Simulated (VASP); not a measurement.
# Bi2Pd (Urvantsevite): accuracy against cost in the k-mesh and smearing, part 3 of 4

How sensitive are energy, pressure and forces of Bi2Pd (Urvantsevite) to the k-mesh and smearing? The series runs use LDA. The start is a cell from a database of measured crystal structures.

VASP 6.6.1; LDA; plane waves and PAW (Bi_d, Pd).

Still holding for the runs below: The k-mesh is coarse for a metal.

So far. Step 14 (Smearing: ISMEAR = -1, SIGMA = 0.2): Against the run before the energy at zero width moves by +0.12 meV an atom and the pressure by +0.09 GPa, after 12 cycles in 12 s. The entropy term T·S comes to 51.23 meV an atom in size.

### Step 15. Smearing: ISMEAR = -1, SIGMA = 0.5

Contents of INCAR:

```
SYSTEM = Bi2Pd
PREC = Accurate
ENCUT = 400
EDIFF = 1E-06
NELM = 100
ISMEAR = -1
SIGMA = 0.5
LREAL = .FALSE.
ALGO = Normal
GGA = CA
NBANDS = 26
LASPH = .TRUE.
LORBIT = 11
LWAVE = .FALSE.
LCHARG = .FALSE.
KPAR = 4
ISIF = 2
```

Contents of POSCAR:

```
Bi2Pd
1.0
    0.0000000000     -3.3620000000      0.0000000000
   -3.3620000000      0.0000000000      0.0000000000
    1.6810000000     -1.6810000000     -6.4915000000
Bi Pd
2 1
Direct
    0.3630000000      0.6370000000      0.2740000000
    0.6370000000      0.3630000000      0.7260000000
    0.0000000000      0.0000000000      0.0000000000
```

Contents of KPOINTS:

```
Automatic mesh
0
Gamma
7 7 7
0 0 0
```

The projector-augmented-wave data sets are Bi_d and Pd (PBE family, release 64).

On the command line:

```console
mpirun -np 4 vasp_std
```

The log of the run:

```text
[... set-up lines as in an earlier step ...]
 entering main loop
       N       E                     dE             d eps       ncg     rms          rms(c)
DAV:   1     0.374784719727E+03    0.37478E+03   -0.17850E+04  2098   0.158E+03
DAV:   2     0.152906816911E+02   -0.35949E+03   -0.35252E+03  2100   0.435E+02
DAV:   3    -0.161378772372E+02   -0.31429E+02   -0.30880E+02  2568   0.147E+02
DAV:   4    -0.171766778018E+02   -0.10388E+01   -0.10347E+01  2516   0.279E+01
[...]
DAV:  10    -0.169111200355E+02    0.70405E-04   -0.64299E-04  2260   0.181E-01    0.275E-02
DAV:  11    -0.169111139280E+02    0.61075E-05   -0.66676E-05  2820   0.583E-02    0.744E-03
DAV:  12    -0.169111141361E+02   -0.20815E-06   -0.30901E-06  1960   0.123E-02
   1 F= -.16911114E+02 E0= -.16294924E+02  d E =-.123238E+01
```

It took 14 s on 4 MPI ranks of Intel Xeon Platinum 8259CL at 2.50GHz (Skylake/Cascade Lake), shared host; peak memory 0.67 GiB.

Parts of OUTCAR (step 15):

```text
  Total       -0.8424291     -0.8424291     -0.8953969      0.0000000     -0.0000000      0.0000000
  in kB      -18.3951555    -18.3951555    -19.5517522      0.0000000     -0.0000000      0.0000000
  external PRESSURE =     -18.7806877 kB  Pullay stress =       0.0000000 kB

 POSITION                                       TOTAL-FORCE (eV/Angst)
 -----------------------------------------------------------------------------------
     -1.68100     -1.68100     -1.77867         0.000000     -0.000000      0.191580
      0.00000     -3.36200     -4.71283        -0.000000      0.000000     -0.191580
      0.00000      0.00000      0.00000         0.000000      0.000000      0.000000
 -----------------------------------------------------------------------------------
    total drift:                                0.000000     -0.000000     -0.000000

  FREE ENERGIE OF THE ION-ELECTRON SYSTEM (eV)
  ---------------------------------------------------
  free  energy   TOTEN  =       -16.9111141361 eV

  energy  without entropy=      -15.6787340026  energy(sigma->0) =      -16.29492407

[... 2 parts as in an earlier step ...]

[... 1 further part left out ...]
[key lines of the parts left out:]
E-fermi :   8.7481
```

Against the run before the energy at zero width moves by +23.70 meV an atom and the pressure by +1.26 GPa, after 12 cycles in 14 s. The entropy term T·S comes to 410.79 meV an atom in size.

### Step 16. Smearing: ISMEAR = 1, SIGMA = 0.01

INCAR, as its differences from that of step 15:

```diff
@@ -5,4 +5,4 @@
 NELM = 100
-ISMEAR = -1
-SIGMA = 0.5
+ISMEAR = 1
+SIGMA = 0.01
 LREAL = .FALSE.
```

POSCAR is that of step 15.

KPOINTS is that of step 15.

On the command line:

```console
mpirun -np 4 vasp_std
```

The log of the run:

```text
[... set-up lines as in an earlier step ...]
 entering main loop
       N       E                     dE             d eps       ncg     rms          rms(c)
DAV:   1     0.375214234158E+03    0.37521E+03   -0.17850E+04  2098   0.158E+03
DAV:   2     0.156912091672E+02   -0.35952E+03   -0.35257E+03  2100   0.435E+02
DAV:   3    -0.156129665540E+02   -0.31304E+02   -0.30821E+02  2568   0.147E+02
DAV:   4    -0.166328909253E+02   -0.10199E+01   -0.10161E+01  2516   0.278E+01
[...]
DAV:  10    -0.163636457010E+02    0.60854E-04   -0.61704E-04  2286   0.189E-01    0.293E-02
DAV:  11    -0.163636433779E+02    0.23231E-05   -0.79868E-05  2734   0.729E-02    0.481E-03
DAV:  12    -0.163636434776E+02   -0.99703E-07   -0.44519E-06  2132   0.175E-02
   1 F= -.16363643E+02 E0= -.16363589E+02  d E =-.162636E-03
```

It took 13 s on 4 MPI ranks; peak memory 0.68 GiB.

From OUTCAR (step 16):

```text
  Total       -1.5582885     -1.5582885     -1.2960544      0.0000000      0.0000000      0.0000000
  in kB      -34.0265532    -34.0265532    -28.3004493      0.0000000      0.0000000      0.0000000
  external PRESSURE =     -32.1178519 kB  Pullay stress =       0.0000000 kB

 POSITION                                       TOTAL-FORCE (eV/Angst)
 -----------------------------------------------------------------------------------
     -1.68100     -1.68100     -1.77867         0.000000      0.000000      0.212179
      0.00000     -3.36200     -4.71283         0.000000      0.000000     -0.212179
      0.00000      0.00000      0.00000         0.000000      0.000000      0.000000
 -----------------------------------------------------------------------------------
    total drift:                                0.000000     -0.000000     -0.000000

  FREE ENERGIE OF THE ION-ELECTRON SYSTEM (eV)
  ---------------------------------------------------
  free  energy   TOTEN  =       -16.3636434776 eV

  energy  without entropy=      -16.3634808415  energy(sigma->0) =      -16.36358927

[... 2 parts as in an earlier step ...]

[... 1 further part left out ...]
[key lines of the parts left out:]
E-fermi :   8.8746
```

Against the first of the series the energy at zero width moves by +0.11 meV an atom while the pressure stays within 0.01 GPa, after 12 cycles in 13 s. The entropy term T·S comes to 0.05 meV an atom in size.

### Step 17. Smearing: ISMEAR = 1, SIGMA = 0.05

INCAR, as its differences from that of step 16:

```diff
@@ -6,3 +6,3 @@
 ISMEAR = 1
-SIGMA = 0.01
+SIGMA = 0.05
 LREAL = .FALSE.
```

POSCAR is that of step 16.

KPOINTS is that of step 16.

On the command line:

```console
mpirun -np 4 vasp_std
```

The log of the run:

```text
[... set-up lines as in an earlier step ...]
 entering main loop
       N       E                     dE             d eps       ncg     rms          rms(c)
DAV:   1     0.375214054583E+03    0.37521E+03   -0.17850E+04  2098   0.158E+03
DAV:   2     0.156910256634E+02   -0.35952E+03   -0.35257E+03  2100   0.435E+02
DAV:   3    -0.156129447439E+02   -0.31304E+02   -0.30821E+02  2568   0.147E+02
DAV:   4    -0.166333041048E+02   -0.10204E+01   -0.10153E+01  2516   0.278E+01
[...]
DAV:  10    -0.163643076769E+02    0.49493E-04   -0.54884E-04  2218   0.176E-01    0.295E-02
DAV:  11    -0.163643050523E+02    0.26246E-05   -0.78178E-05  2750   0.699E-02    0.491E-03
DAV:  12    -0.163643050642E+02   -0.11866E-07   -0.47727E-06  2064   0.177E-02
   1 F= -.16364305E+02 E0= -.16364138E+02  d E =-.500118E-03
```

The job ended after 10 s (4 MPI ranks; peak memory 0.66 GiB).

From OUTCAR (step 17):

```text
  Total       -1.5797489     -1.5797489     -1.2440844      0.0000000      0.0000000      0.0000000
  in kB      -34.4951598    -34.4951598    -27.1656411      0.0000000      0.0000000      0.0000000
  external PRESSURE =     -32.0519869 kB  Pullay stress =       0.0000000 kB

 POSITION                                       TOTAL-FORCE (eV/Angst)
 -----------------------------------------------------------------------------------
     -1.68100     -1.68100     -1.77867         0.000000     -0.000000      0.216830
      0.00000     -3.36200     -4.71283        -0.000000      0.000000     -0.216830
      0.00000      0.00000      0.00000         0.000000      0.000000      0.000000
 -----------------------------------------------------------------------------------
    total drift:                                0.000000     -0.000000     -0.000000

  FREE ENERGIE OF THE ION-ELECTRON SYSTEM (eV)
  ---------------------------------------------------
  free  energy   TOTEN  =       -16.3643050642 eV

  energy  without entropy=      -16.3638049466  energy(sigma->0) =      -16.36413836

[... 2 parts as in an earlier step ...]

[... 1 further part left out ...]
[key lines of the parts left out:]
E-fermi :   8.8794
```

Against the run before the energy at zero width moves by -0.18 meV an atom and the pressure by +0.01 GPa, after 12 cycles in 10 s. The entropy term T·S comes to 0.17 meV an atom in size.

### Step 18. Smearing: ISMEAR = 1, SIGMA = 0.1

INCAR, as its differences from that of step 17:

```diff
@@ -6,3 +6,3 @@
 ISMEAR = 1
-SIGMA = 0.05
+SIGMA = 0.1
 LREAL = .FALSE.
```

POSCAR is that of step 17.

KPOINTS is that of step 17.

On the command line:

```console
mpirun -np 4 vasp_std
```

The log of the run:

```text
[... set-up lines as in an earlier step ...]
 entering main loop
       N       E                     dE             d eps       ncg     rms          rms(c)
DAV:   1     0.375214511107E+03    0.37521E+03   -0.17850E+04  2098   0.158E+03
DAV:   2     0.156909741769E+02   -0.35952E+03   -0.35257E+03  2100   0.435E+02
DAV:   3    -0.156134330624E+02   -0.31304E+02   -0.30824E+02  2568   0.147E+02
DAV:   4    -0.166340374887E+02   -0.10206E+01   -0.10158E+01  2516   0.278E+01
[...]
DAV:  10    -0.163645770319E+02    0.59905E-04   -0.60961E-04  2230   0.185E-01    0.295E-02
DAV:  11    -0.163645742397E+02    0.27922E-05   -0.79838E-05  2754   0.689E-02    0.485E-03
DAV:  12    -0.163645744533E+02   -0.21353E-06   -0.42255E-06  2092   0.155E-02
   1 F= -.16364574E+02 E0= -.16364339E+02  d E =-.706797E-03
```

Wall time 11 s (4 MPI ranks); peak memory 0.67 GiB.

From OUTCAR (step 18):

```text
  Total       -1.5763721     -1.5763721     -1.2594103      0.0000000     -0.0000000      0.0000000
  in kB      -34.4214238    -34.4214238    -27.5002935      0.0000000     -0.0000000      0.0000000
  external PRESSURE =     -32.1143804 kB  Pullay stress =       0.0000000 kB

 POSITION                                       TOTAL-FORCE (eV/Angst)
 -----------------------------------------------------------------------------------
     -1.68100     -1.68100     -1.77867        -0.000000      0.000000      0.215891
      0.00000     -3.36200     -4.71283         0.000000     -0.000000     -0.215891
      0.00000      0.00000      0.00000         0.000000      0.000000      0.000000
 -----------------------------------------------------------------------------------
    total drift:                                0.000000     -0.000000     -0.000000

  FREE ENERGIE OF THE ION-ELECTRON SYSTEM (eV)
  ---------------------------------------------------
  free  energy   TOTEN  =       -16.3645744533 eV

  energy  without entropy=      -16.3638676567  energy(sigma->0) =      -16.36433885

[... 2 parts as in an earlier step ...]

[... 1 further part left out ...]
[key lines of the parts left out:]
E-fermi :   8.8809
```

Against the run before the energy at zero width moves by -0.07 meV an atom and the pressure by -0.01 GPa, after 12 cycles in 11 s. The entropy term T·S comes to 0.24 meV an atom in size.

### Step 19. Smearing: ISMEAR = 1, SIGMA = 0.2

INCAR, as its differences from that of step 18:

```diff
@@ -6,3 +6,3 @@
 ISMEAR = 1
-SIGMA = 0.1
+SIGMA = 0.2
 LREAL = .FALSE.
```

POSCAR is that of step 18.

KPOINTS is that of step 18.

On the command line:

```console
mpirun -np 4 vasp_std
```

The log of the run:

```text
[... set-up lines as in an earlier step ...]
 entering main loop
       N       E                     dE             d eps       ncg     rms          rms(c)
DAV:   1     0.375214874665E+03    0.37521E+03   -0.17850E+04  2098   0.158E+03
DAV:   2     0.156924164775E+02   -0.35952E+03   -0.35254E+03  2100   0.435E+02
DAV:   3    -0.156151175227E+02   -0.31308E+02   -0.30818E+02  2568   0.147E+02
DAV:   4    -0.166352830601E+02   -0.10202E+01   -0.10164E+01  2516   0.278E+01
[...]
DAV:  10    -0.163657065019E+02    0.65380E-04   -0.62660E-04  2230   0.186E-01    0.292E-02
DAV:  11    -0.163657034003E+02    0.31017E-05   -0.76708E-05  2746   0.662E-02    0.523E-03
DAV:  12    -0.163657037083E+02   -0.30805E-06   -0.37804E-06  2078   0.136E-02
   1 F= -.16365704E+02 E0= -.16364937E+02  d E =-.229897E-02
```

It took 11 s on 4 MPI ranks; peak memory 0.66 GiB.

Parts of OUTCAR (step 19):

```text
  Total       -1.5729429     -1.5729429     -1.3034825      0.0000000      0.0000000     -0.0000000
  in kB      -34.3465454    -34.3465454    -28.4626474      0.0000000      0.0000000     -0.0000000
  external PRESSURE =     -32.3852461 kB  Pullay stress =       0.0000000 kB

 POSITION                                       TOTAL-FORCE (eV/Angst)
 -----------------------------------------------------------------------------------
     -1.68100     -1.68100     -1.77867         0.000000     -0.000000      0.218142
      0.00000     -3.36200     -4.71283        -0.000000      0.000000     -0.218142
      0.00000      0.00000      0.00000         0.000000      0.000000     -0.000000
 -----------------------------------------------------------------------------------
    total drift:                                0.000000     -0.000000     -0.000000

  FREE ENERGIE OF THE ION-ELECTRON SYSTEM (eV)
  ---------------------------------------------------
  free  energy   TOTEN  =       -16.3657037083 eV

  energy  without entropy=      -16.3634047383  energy(sigma->0) =      -16.36493738

[... 2 parts as in an earlier step ...]

[... 1 further part left out ...]
[key lines of the parts left out:]
E-fermi :   8.8800
```

Against the run before the energy at zero width moves by -0.20 meV an atom and the pressure by -0.03 GPa, after 12 cycles in 11 s. The entropy term T·S comes to 0.77 meV an atom in size.

### Step 20. Smearing: ISMEAR = 1, SIGMA = 0.5

INCAR, as its differences from that of step 19:

```diff
@@ -6,3 +6,3 @@
 ISMEAR = 1
-SIGMA = 0.2
+SIGMA = 0.5
 LREAL = .FALSE.
```

POSCAR is that of step 19.

KPOINTS is that of step 19.

On the command line:

```console
mpirun -np 4 vasp_std
```

The log of the run:

```text
[... set-up lines as in an earlier step ...]
 entering main loop
       N       E                     dE             d eps       ncg     rms          rms(c)
DAV:   1     0.375215428449E+03    0.37522E+03   -0.17850E+04  2098   0.158E+03
DAV:   2     0.156984935351E+02   -0.35952E+03   -0.35251E+03  2100   0.435E+02
DAV:   3    -0.156156141888E+02   -0.31314E+02   -0.30833E+02  2568   0.147E+02
DAV:   4    -0.166356896368E+02   -0.10201E+01   -0.10169E+01  2516   0.278E+01
[...]
DAV:  10    -0.163659626836E+02    0.62726E-04   -0.62671E-04  2230   0.186E-01    0.288E-02
DAV:  11    -0.163659596793E+02    0.30043E-05   -0.75880E-05  2744   0.656E-02    0.527E-03
DAV:  12    -0.163659599915E+02   -0.31220E-06   -0.37728E-06  2096   0.133E-02
   1 F= -.16365960E+02 E0= -.16368497E+02  d E =0.760953E-02
```

Elapsed: 11 s, on 4 MPI ranks; peak memory 0.66 GiB.

OUTCAR, selected parts (step 20):

```text
  Total       -1.5678131     -1.5678131     -1.3679924      0.0000000     -0.0000000      0.0000000
  in kB      -34.2345318    -34.2345318    -29.8712759      0.0000000     -0.0000000      0.0000000
  external PRESSURE =     -32.7801132 kB  Pullay stress =       0.0000000 kB

 POSITION                                       TOTAL-FORCE (eV/Angst)
 -----------------------------------------------------------------------------------
     -1.68100     -1.68100     -1.77867        -0.000000      0.000000      0.225732
      0.00000     -3.36200     -4.71283         0.000000     -0.000000     -0.225732
      0.00000      0.00000      0.00000         0.000000      0.000000      0.000000
 -----------------------------------------------------------------------------------
    total drift:                                0.000000     -0.000000     -0.000000

  FREE ENERGIE OF THE ION-ELECTRON SYSTEM (eV)
  ---------------------------------------------------
  free  energy   TOTEN  =       -16.3659599915 eV

  energy  without entropy=      -16.3735695203  energy(sigma->0) =      -16.36849650

[... 2 parts as in an earlier step ...]

[... 1 further part left out ...]
[key lines of the parts left out:]
E-fermi :   8.8498
```

Against the run before the energy at zero width moves by -1.19 meV an atom and the pressure by -0.04 GPa, after 12 cycles in 11 s. The entropy term T·S comes to 2.54 meV an atom in size.

[end of part 3 of 4]

[Lines on the potential files, build, host, timing and source positions are cut from VASP's logs without a mark.]

[Logs are printed without paths, hosts, clocks, repeated set-up lines and the standing remarks that a program may print on its own settings, such as how far it seeks lower states.]

[Hosts, paths, dates, database ids (printed as entryN), source tags and the programs' standing remarks are cut or masked in the printed files.]

[A measured line is paired with the nearest computed mode of its activity, which favours agreement.]
